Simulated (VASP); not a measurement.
Output of a VASP run:

### OUTCAR
```
 ion  position               nearest neighbor table
   1  0.000  0.000  0.000-   2 3.03   2 3.03   2 3.03   2 3.03   2 3.03   2 3.03   2 3.03   2 3.03
  LATTYP: Found a simple cubic cell.
 ALAT       =     3.4970000000
 Subroutine PRICEL returns:
 Original cell was already a primitive cell.
 Subroutine GETGRP returns: Found 48 space group operations
The static configuration has the point symmetry O_h .
The dynamic configuration has the point symmetry O_h .
 Subroutine INISYM returns: Found 48 space group operations
 Subroutine IBZKPT returns following result:
 Found     35 irreducible k-points:

 Following reciprocal coordinates:
            Coordinates               Weight
  0.000000  0.000000  0.000000      1.000000
  0.111111  0.000000  0.000000      6.000000
  0.222222  0.000000  0.000000      6.000000
  0.333333  0.000000  0.000000      6.000000
  0.444444  0.000000  0.000000      6.000000
  0.111111  0.111111  0.000000     12.000000
  0.222222  0.111111  0.000000     24.000000
  0.333333  0.111111  0.000000     24.000000
  0.444444  0.111111  0.000000     24.000000
  0.222222  0.222222  0.000000     12.000000
  0.333333  0.222222  0.000000     24.000000
  0.444444  0.222222  0.000000     24.000000
  0.333333  0.333333  0.000000     12.000000
  0.444444  0.333333  0.000000     24.000000
  0.444444  0.444444  0.000000     12.000000
  0.111111  0.111111  0.111111      8.000000
  0.222222  0.111111  0.111111     24.000000
  0.333333  0.111111  0.111111     24.000000
  0.444444  0.111111  0.111111     24.000000
  0.222222  0.222222  0.111111     24.000000
  0.333333  0.222222  0.111111     48.000000
  0.444444  0.222222  0.111111     48.000000
  0.333333  0.333333  0.111111     24.000000
  0.444444  0.333333  0.111111     48.000000
  0.444444  0.444444  0.111111     24.000000
  0.222222  0.222222  0.222222      8.000000
  0.333333  0.222222  0.222222     24.000000
  0.444444  0.222222  0.222222     24.000000
  0.333333  0.333333  0.222222     24.000000
  0.444444  0.333333  0.222222     48.000000
  0.444444  0.444444  0.222222     24.000000
  0.333333  0.333333  0.333333      8.000000
  0.444444  0.333333  0.333333     24.000000
  0.444444  0.444444  0.333333     24.000000
  0.444444  0.444444  0.444444      8.000000
   k-points           NKPTS =     35   k-points in BZ     NKDIM =     35   number of bands    NBANDS=     13
   number of dos      NEDOS =    301   number of ions     NIONS =      2
   total plane-waves  NPLWV =  13824
   dimension x,y,z NGX =    24 NGY =   24 NGZ =   24
   dimension x,y,z NGXF=    48 NGYF=   48 NGZF=   48
   ions per type =               1   1
   PREC   = accura    normal or accurate (medium, high low for compatibility)
   ISTART =      0    job   : 0-new  1-cont  2-samecut
   ICHARG =      2    charge: 1-file 2-atom 10-const
   ISPIN  =      1    spin polarized calculation?
   LNONCOLLINEAR =      F non collinear calculations
   LSORBIT =      F    spin-orbit coupling
   INIWAV =      1    electr: 0-lowe 1-rand  2-diag
   ENCUT  =  400.0 eV  29.40 Ry    5.42 a.u.   5.70  5.70  5.70*2*pi/ulx,y,z
   NELM   =    100;   NELMIN=  2; NELMDL= -5     # of ELM steps
   EDIFF  = 0.1E-05   stopping-criterion for ELM
   LREAL  =      F    real-space projection
   NLSPLINE    = F    spline interpolate recip. space projectors
   LMAXMIX     =    6 max onsite mixed and CHGCAR
   VOSKOWN=      0    Vosko Wilk Nusair interpolation
   EDIFFG = -.1E-01   stopping-criterion for IOM
   NSW    =     60    number of steps for IOM
   NBLOCK =      1;   KBLOCK =     60    inner block; outer block
   IBRION =      2    ionic relax: 0-MD 1-quasi-New 2-CG
   NFREE  =      1    steps in history (QN), initial steepest desc. (CG)
   ISIF   =      3    stress and relaxation
   ISYM   =      2    0-nonsym 1-usesym 2-fastsym
   TEIN   =    0.0    initial temperature
   TEBEG  =    0.0;   TEEND  =   0.0 temperature during run
   SMASS  =  -3.00    Nose mass-parameter (am)
...
```

OSZICAR:
```
...
DAV:   6    -0.603784856660E+02   -0.94072E-03   -0.27674E-03   920   0.616E-01    0.419E-02
DAV:   7    -0.603789820260E+02   -0.49636E-03   -0.43982E-04   915   0.251E-01    0.179E-02
DAV:   8    -0.603789955019E+02   -0.13476E-04   -0.66259E-06  1100   0.289E-02    0.547E-03
DAV:   9    -0.603789972281E+02   -0.17262E-05   -0.11791E-06   490   0.128E-02    0.673E-04
DAV:  10    -0.603789972801E+02   -0.52039E-07   -0.13625E-07   455   0.508E-03
   7 F= -.60378997E+02 E0= -.60378785E+02  d E =-.325095E+01
       N       E                     dE             d eps       ncg     rms          rms(c)
DAV:   1    -0.603914893597E+02   -0.12492E-01   -0.36908E-01   965   0.860E+00    0.151E+00
DAV:   2    -0.603784642370E+02    0.13025E-01   -0.43348E-02   955   0.227E+00    0.300E-01
DAV:   3    -0.603774997643E+02    0.96447E-03   -0.20464E-03  1085   0.521E-01    0.135E-01
DAV:   4    -0.603771053843E+02    0.39438E-03   -0.11465E-03  1045   0.314E-01    0.989E-02
DAV:   5    -0.603762672880E+02    0.83810E-03   -0.12327E-03   930   0.421E-01    0.387E-02
DAV:   6    -0.603768032440E+02   -0.53596E-03   -0.18994E-03   920   0.517E-01    0.356E-02
DAV:   7    -0.603772224808E+02   -0.41924E-03   -0.32724E-04   910   0.218E-01    0.143E-02
DAV:   8    -0.603772287261E+02   -0.62454E-05   -0.42688E-06  1100   0.225E-02    0.452E-03
DAV:   9    -0.603772295436E+02   -0.81751E-06   -0.60439E-07   475   0.903E-03
   8 F= -.60377230E+02 E0= -.60377027E+02  d E =-.324919E+01
       N       E                     dE             d eps       ncg     rms          rms(c)
DAV:   1    -0.604749384475E+02   -0.97710E-01   -0.26844E+00   965   0.234E+01    0.385E+00
DAV:   2    -0.603809556343E+02    0.93983E-01   -0.33367E-01   955   0.603E+00    0.805E-01
DAV:   3    -0.603741173479E+02    0.68383E-02   -0.15149E-02  1070   0.140E+00    0.341E-01
DAV:   4    -0.603713713949E+02    0.27460E-02   -0.79804E-03  1060   0.819E-01    0.245E-01
DAV:   5    -0.603656461360E+02    0.57253E-02   -0.90612E-03   930   0.110E+00    0.104E-01
DAV:   6    -0.603695343269E+02   -0.38882E-02   -0.13480E-02   920   0.133E+00    0.912E-02
DAV:   7    -0.603720694842E+02   -0.25352E-02   -0.22547E-03   910   0.565E-01    0.319E-02
DAV:   8    -0.603721484639E+02   -0.78980E-04   -0.49052E-05  1090   0.791E-02    0.960E-03
DAV:   9    -0.603721491100E+02   -0.64613E-06   -0.18910E-06   773   0.163E-02
   9 F= -.60372149E+02 E0= -.60371929E+02  d E =0.508043E-02
       N       E                     dE             d eps       ncg     rms          rms(c)
DAV:   1    -0.604239710290E+02   -0.51823E-01   -0.11611E+00   965   0.151E+01    0.265E+00
DAV:   2    -0.603828914547E+02    0.41080E-01   -0.13256E-01   955   0.398E+00    0.527E-01
DAV:   3    -0.603798606175E+02    0.30308E-02   -0.67339E-03  1070   0.953E-01    0.243E-01
DAV:   4    -0.603786011034E+02    0.12595E-02   -0.37968E-03  1050   0.561E-01    0.173E-01
DAV:   5    -0.603752345682E+02    0.33665E-02   -0.52000E-03   920   0.843E-01    0.833E-02
DAV:   6    -0.603782400239E+02   -0.30055E-02   -0.61109E-03   920   0.909E-01    0.554E-02
DAV:   7    -0.603789689337E+02   -0.72891E-03   -0.76269E-04   915   0.329E-01    0.281E-02
DAV:   8    -0.603790139344E+02   -0.45001E-04   -0.15444E-05  1105   0.457E-02    0.906E-03
DAV:   9    -0.603790208529E+02   -0.69185E-05   -0.42849E-06   925   0.242E-02    0.249E-03
DAV:  10    -0.603790209930E+02   -0.14007E-06   -0.27975E-07   455   0.730E-03
  10 F= -.60379021E+02 E0= -.60378809E+02  d E =-.179145E-02
```

**OUTCAR**
```
------------------------ aborting loop because EDIFF is reached ----------------------------------------
  FORCE on cell =-STRESS in cart. coord.  units (eV):
  Direction    XX          YY          ZZ          XY          YZ          ZX
  --------------------------------------------------------------------------------------
  Total        0.0008037      0.0008037      0.0008037      0.0000000     -0.0000000      0.0000000
  in kB        0.0476240      0.0476240      0.0476240      0.0000000     -0.0000000      0.0000000
  external PRESSURE =       0.0476240 kB  Pullay stress =       0.0000000 kB
  volume of cell :       27.04
      direct lattice vectors                 reciprocal lattice vectors
     3.001408591 -0.000000000 -0.000000000     0.333176897  0.000000000 -0.000000000
    -0.000000000  3.001408591 -0.000000000     0.000000000  0.333176897 -0.000000000
     0.000000000  0.000000000  3.001408591     0.000000000  0.000000000  0.333176897
 POSITION                                       TOTAL-FORCE (eV/Angst)
 -----------------------------------------------------------------------------------
      0.00000      0.00000     -0.00000         0.000000      0.000000      0.000000
      1.50070      1.50070      1.50070        -0.000000     -0.000000      0.000000
 -----------------------------------------------------------------------------------
    total drift:                               -0.000000      0.000000      0.000000
  FREE ENERGIE OF THE ION-ELECTRON SYSTEM (eV)
  ---------------------------------------------------
  free  energy   TOTEN  =       -60.3790209930 eV

  energy  without entropy=      -60.3783856089  energy(sigma->0) =      -60.37880920

 reached required accuracy - stopping structural energy minimisation
```
(Selected blocks of OUTCAR.)

**POSCAR**
```
WP
1
    3.4970000000     0.0000000000     0.0000000000
    0.0000000000     3.4970000000     0.0000000000
    0.0000000000     0.0000000000     3.4970000000
W P
1 1
Direct
  0.0000000000   0.0000000000   0.0000000000
  0.5000000000   0.5000000000   0.5000000000
```

Write an INCAR and KPOINTS that could have produced this output.

Several could match; the one computed here: the input of the run itself, r2SCAN meta-GGA, plane waves, VASP's PBE PAW potentials (set 64).

KPOINTS:
```
K-points
0
Gamma
9 9 9
```

### INCAR
```
ALGO = Normal
EDIFF = 1E-6
EDIFFG = -0.01
ENCUT = 400
IBRION = 2
ISIF = 3
ISMEAR = 1
LASPH = .TRUE.
LCHARG = .FALSE.
LMAXMIX = 6
LMIXTAU = .TRUE.
LREAL = .FALSE.
LWAVE = .FALSE.
METAGGA = R2SCAN
NELM = 100
NSW = 60
PREC = Accurate
SIGMA = 0.1
SYSTEM = WP
```

POTCAR, in this order: W_sv P (PBE.64 set). Program: vasp_std.

Energy and stress use the plane-wave basis of the starting cell.

The structure was generated: WP was put into the CsCl type type (Pm-3m), which need not be its known phase. This run relaxes it. Symmetry was kept, so distortions that lower it aren't found. The electron count is odd and the run is not spin-polarised, which forces a metal.
